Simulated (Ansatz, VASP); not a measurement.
Si in VASP and in Ansatz

```xyz
1
Lattice="2.6085 0.0000 0.0000 -1.3042 2.2590 0.0000 0.0000 0.0000 2.4708" Properties=species:S:1:pos:R:3 pbc="T T T"
Si    0.0000    0.0000    0.0000
```

This isn't the form of Si at room conditions, which is diamond.

Alike in both runs: task single point; functional LDA; k mesh 24 × 24 × 24; occupations gaussian, width 0.15 eV; no spin polarisation.

```csv
,VASP,Ansatz
version,VASP 6.6.1,Ansatz 0.2.0
potentials or method,"VASP PAW LDA potentials, release 64 (Si)","scalar-relativistic, plane waves, PAW"
plane-wave cutoff (eV),520,420
valence electrons in the cell,4,4
```

```tsv
	VASP	Ansatz	Ansatz less VASP
gap on the k mesh at the Fermi level (eV)	none	none	-
pressure (GPa)	0.1	0.0	-0.09
largest component of the traceless stress (GPa)	1.67	1.65	-0.023
```

A gap of «none» marks a metal or a gap that the smearing closes.
